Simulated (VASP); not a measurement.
An input for Quantum ESPRESSO's pw.x (written as the equivalent of a VASP run, and not itself run):

```
&CONTROL
  calculation = 'vc-relax'
  pseudo_dir = './pseudo'
  outdir = './out'
  tprnfor = .true.
  tstress = .true.
  nstep = 60
  forc_conv_thr = 0.00078
/
&SYSTEM
  ibrav = 0
  nat = 3
  ntyp = 2
  ecutwfc = 86
  occupations = 'smearing'
  smearing = 'gaussian'
  degauss = 0.003675
  input_dft = 'vdw-df-ob86'
/
&ELECTRONS
  conv_thr = 7.3e-08
  electron_maxstep = 100
/
&IONS
/
&CELL
/
ATOMIC_SPECIES
  Sn 118.710 Sn.upf
  Se 78.971 Se.upf
CELL_PARAMETERS angstrom
     1.9165082   -3.3194898    0.0000000
     1.9165082    3.3194898   -0.0000000
     0.0000000    0.0000000    6.2366366
ATOMIC_POSITIONS crystal
  Sn   1.0000000  0.0000000  0.0000000
  Se   0.3333330  0.6666670  0.2525927
  Se   0.6666670  0.3333330  0.7474073
K_POINTS automatic
  6 6 3 0 0 0
```

### Question
Translate this input to VASP (INCAR, KPOINTS, POSCAR, choice of POTCAR).

### Answer
One answer among several that fit: 
### KPOINTS
```
K-points
0
G
6 6 3
```

### INCAR
```
SYSTEM = SnSe2
PREC = Accurate; ENCUT = 520; LREAL = F
LASPH = T
EDIFF = 1E-6; NELM = 100; ALGO = Normal
LMAXMIX = 4
ISMEAR = 0; SIGMA = 0.05
GGA = MK; LUSE_VDW = T; AGGAC = 0.0
PARAM1 = 0.1234; PARAM2 = 1.0
IBRION = 2; NSW = 60; ISIF = 3
EDIFFG = -0.02
LWAVE = F; LCHARG = F
```

**POSCAR**
```
SnSe2
1
    1.9165081878    -3.3194897697     0.0000000000
    1.9165081878     3.3194897697    -0.0000000000
    0.0000000000     0.0000000000     6.2366366453
Sn Se
1 2
Direct
  1.0000000000   0.0000000000   0.0000000000
  0.3333330000   0.6666670000   0.2525926707
  0.6666670000   0.3333330000   0.7474073293
```

POTCAR, in this order: Sn_d Se (PBE.64 set). Program: vasp_std.

What does not carry over: the potentials are each code's own (VASP's PAW set, PseudoDojo norm-conserving files in pw.x), so ENCUT and ecutwfc are chosen apart and not converted; conv_thr bounds pw.x's estimated SCF error, while EDIFF bounds the energy change between steps; forc_conv_thr acts on force components and is met together with etot_conv_thr.

The compound is SnSe2 in the 1T layered structure. This run relaxes it. Symmetry was kept, so distortions that lower it aren't found. The start is the result of an earlier pass.
